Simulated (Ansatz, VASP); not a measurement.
## Two plane-wave programs on InRu2

File INCAR:

```
PREC = Accurate ; ENCUT = 600
EDIFF = 1E-7 ; ISMEAR = 0
SIGMA = 0.1 ; LREAL = F
LASPH = T ; NELM = 60
ALGO = Normal ; ISIF = 3
LWAVE = F ; LCHARG = F
GGA = PE ; IBRION = 2
NSW = 90 ; EDIFFG = -0.04
```

Contents of KPOINTS:

```
regular mesh
0
Gamma
  6 6 4
```

The input POSCAR:

```
InRu2
1.0
    3.3301953700      0.0000000000      0.0000000000
    0.0000000000      3.3301953700      0.0000000000
    0.0000000000      0.0000000000      4.9379388800
In Ru
1 2
Direct
    0.0000000000      0.0000000000      0.5000000000
    0.5000000000      0.0000000000      0.7777620000
    0.0000000000      0.5000000000      0.2222380000
```

Input for Ansatz:

```yaml
crystal:
  lattice:
    - [3.33019537, 0.0, 0.0]
    - [0.0, 3.33019537, 0.0]
    - [0.0, 0.0, 4.93793888]
  atoms:
    - { symbol: In, position: [0.0, 0.0, 0.5] }
    - { symbol: Ru, position: [0.5, 0.0, 0.777762] }
    - { symbol: Ru, position: [0.0, 0.5, 0.222238] }
basis:
  ecutwfc: 420
kpoints:
  mp_grid: { grid: [6, 6, 4] }
hamiltonian:
  xc: pbe
scf:
  occupations: { method: gaussian, width: 0.1 }
  lower_state_search: "off"
output:
  forces: true
  stress: true
  eigenvalues: true
relax:
  adjacent_minimum: "off"
  f_tol: 0.04
  max_steps: 70
  cell: { stress_tol: 0.4 }
```

Change from the starting cell: species swapped into the AgI2 type (P-4m2, No. 115).

Alike in both runs: task relaxation of cell and atoms; functional PBE; k mesh 6 × 6 × 4; occupations gaussian, width 0.1 eV; no spin polarisation.

|  | VASP | Ansatz |
| --- | --- | --- |
| version | VASP 6.6.1 | Ansatz 0.2.0 |
| potentials or method | VASP PAW PBE potentials, release 64 (In_d, Ru_pv) | scalar-relativistic, plane waves, PAW |
| plane-wave cutoff (eV) | 600 | 420 |
| valence electrons in the cell | 41 | 45 |

|  | VASP | Ansatz | Ansatz less VASP |
| --- | --- | --- | --- |
| gap on the k mesh at the Fermi level, each at its own relaxed structure (eV) | none | none | - |
| relaxed volume (Å³/atom) | 17.44 | 17.46 | +0.017 |
| relaxed cell length with the largest relative difference (Å) | 2.866 | 2.869 | +0.0024 |
| energy change over the relaxation (meV/atom) | -3510 | -3493 | +16.8 |

A gap of «none» marks a metal or a gap that the smearing closes. The two sets of potentials don't hold the same shells in valence.
